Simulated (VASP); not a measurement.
Crystal: Ir.

```xyz
1
Lattice="0.0000 1.9150 1.9150 1.9150 0.0000 1.9150 1.9150 1.9150 0.0000" Properties=species:S:1:pos:R:3 pbc="T T T"
Ir    0.0000    0.0000    0.0000
```

The cell was built by a generator and needn't be a form met in nature.

| Property | Result |
| --- | --- |
| Program | VASP 6.6.1 |
| Task | relaxation of cell and atoms |
| Functional | PBE |
| Potentials or basis | VASP PAW PBE potentials, release 64 (Ir) |
| Cutoff | 700 eV |
| k mesh | 18 × 18 × 18 |
| Occupations | methfessel-paxton, width 0.1 eV |
| Spin | no spin polarisation |

At the start: pressure 12.6 GPa; volume 14.05 Å³/atom.

Question: Where does the relaxation end?

Answer: Over 16 steps the energy falls by 17.9 meV/atom and the volume is 14.52 Å³/atom (+3.4 %); space group Fm-3m (No. 225, to 0.05 Å).

The path:
| step | energy change (eV) | largest force (eV/Å) | pressure (GPa) | volume (Å³) |
| --- | --- | --- | --- | --- |
| 1 | 0.0000 | 0.0000 | 12.59 | 14.05 |
| 2 | 0.1912 | 0.0000 | -31.11 | 16.41 |
| 3 | -0.0178 | 0.0000 | -0.63 | 14.54 |
| 4 | -0.0179 | 0.0000 | -0.07 | 14.52 |
| 5 | -0.0179 | 0.0000 | 0.17 | 14.51 |
| 6 | -0.0179 | 0.0000 | 0.18 | 14.51 |
| 7 | -0.0179 | 0.0000 | 0.17 | 14.51 |
| 8 | -0.0179 | 0.0000 | 0.14 | 14.51 |
| 9 | -0.0179 | 0.0000 | 0.14 | 14.51 |
| 10 | -0.0179 | 0.0000 | 0.14 | 14.51 |
| 11 | -0.0179 | 0.0000 | 0.14 | 14.51 |
| 12 | -0.0179 | 0.0000 | 0.14 | 14.51 |
| 13 | -0.0179 | 0.0000 | 0.13 | 14.51 |
| 14 | -0.0179 | 0.0000 | 0.12 | 14.51 |
| 15 | -0.0179 | 0.0000 | 0.10 | 14.52 |
| 16 | -0.0179 | 0.0000 | -0.02 | 14.52 |

Final structure:
```xyz
1
Lattice="0.0000 1.9363 1.9363 1.9363 0.0000 1.9363 1.9363 1.9363 0.0000" Properties=species:S:1:pos:R:3 pbc="T T T"
Ir    1.9363    1.9363    0.0000
```
